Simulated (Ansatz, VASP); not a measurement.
# ZnRe: VASP beside Ansatz

```
Re Zn
1.0
     2.74822    0.00000    0.00000
    -1.37411    2.38003    0.00000
     0.00000    0.00000    4.49407
Re Zn
1 1
Direct
  0.33333 0.66667 0.50000
  0.00000 0.00000 0.00000
```

The cell comes from a database or a generator and needn't be the stable form of this composition.

Alike in both runs: functional PBE; k mesh 9 × 9 × 5; occupations fermi-dirac, width 0.05 eV; no spin polarisation.

```csv
,VASP,Ansatz
version,VASP 6.6.1,Ansatz 0.2.0
potentials or method,"VASP PAW PBE potentials, release 64 (Re, Zn)",Ansatz PAW
plane-wave cutoff (eV),520,420
valence electrons in the cell,19,27
task,single point,band structure
```

```csv
,VASP,Ansatz,Ansatz less VASP
gap on the k mesh at the Fermi level (eV),none,none,-
pressure (GPa),-1.4,-1.3,+0.02
largest component of the traceless stress (GPa),0.73,1.04,+0.310
```

A gap of «none» marks a metal or a gap that the smearing closes. The two sets of potentials don't hold the same shells in valence.

Caveats: spin-orbit coupling is left out, which moves the levels of the heavy elements (Ansatz). The runs have no spin-orbit coupling, so splittings on Re are missing.
